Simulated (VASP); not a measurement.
These are PBE GGA + U (Dudarev), VASP's PBE PAW potentials (set 64) (plane waves; VASP 6.6.1) values and carry that method's errors.

VASP input:

### POSCAR
```
CuZn
1
    2.9242930000     0.0000000000     0.0000000000
    0.0000000000     2.9565710000     0.0000000000
    0.0000000000     0.0000000000     2.9631800000
Zn Cu
1 1
Direct
  0.5000000000   0.5000000000   0.5000000000
  0.0231320000   0.0000000000   0.0000000000
```

INCAR:
```
# general
SYSTEM    = CuZn
PREC      = Accurate
ENCUT     = 400   # plane-wave cut-off (eV)
LREAL     = .FALSE.   # projection in real space or not
LASPH     = .TRUE.   # aspherical one-centre terms

# electronic loop
EDIFF     = 1E-6
NELM      = 100
ALGO      = Normal
LMAXMIX   = 4   # l cut-off of mixed one-centre charges

# smearing
ISMEAR    = 1   # Methfessel-Paxton
SIGMA     = 0.1   # width (eV)

# functional
GGA       = PE   # PBE

# DFT+U
LDAU      = .TRUE.
LDAUTYPE  = 2   # Dudarev
LDAUL     = 2 2
LDAUU     = 6.0 6.0
LDAUJ     = 0 0
LDAUPRINT = 1

# ions
ISIF      = 2   # forces and stress, cell fixed

# output
LWAVE     = .FALSE.
LCHARG    = .FALSE.
LORBIT    = 10
```

File KPOINTS:
```
Automatic mesh
0
Gamma
11 11 11
0 0 0
```

POTCAR, in this order: Zn Cu (PBE.64 set). Program: vasp_std.

Problem. Predict the energy per atom (σ→0), pressure, largest force, band gap (on the k-mesh).

Solution. 
```yaml
energy per atom (σ→0): -1.227 eV/atom
band gap (on the k-mesh): none (metal, semimetal or under 0.01 eV)
pressure: -1.70 GPa
largest_force: 0.256 eV/Å
```

File OSZICAR:
```
...
DAV:   6    -0.258405601885E+01    0.22929E+00   -0.36589E+00  6515   0.493E+01    0.276E+00
DAV:   7    -0.246444326704E+01    0.11961E+00   -0.69730E-01  6655   0.263E+01    0.214E+00
DAV:   8    -0.245565953124E+01    0.87837E-02   -0.25140E-02  9968   0.289E+00    0.702E-01
DAV:   9    -0.245393186020E+01    0.17277E-02   -0.29085E-03  7649   0.118E+00    0.436E-02
DAV:  10    -0.245394359183E+01   -0.11732E-04   -0.17640E-04  9887   0.196E-01    0.398E-02
DAV:  11    -0.245394057645E+01    0.30154E-05   -0.81811E-06  8030   0.670E-02    0.913E-03
DAV:  12    -0.245394011530E+01    0.46115E-06   -0.36056E-07  3828   0.170E-02
   1 F= -.24539401E+01 E0= -.24538567E+01  d E =-.250362E-03
```

The compound is CuZn in the CsCl type structure. The cell was not relaxed at this level, atoms are displaced from their ideal sites. The run is one of a series of settings (LDAU = .TRUE., LDAUJ = 0 0, LDAUL = 2 2, LDAUTYPE = 2, LDAUU = 6.0 6.0 against the base run), some of them coarse on purpose. The electron count is odd and the run is not spin-polarised, which forces a metal.
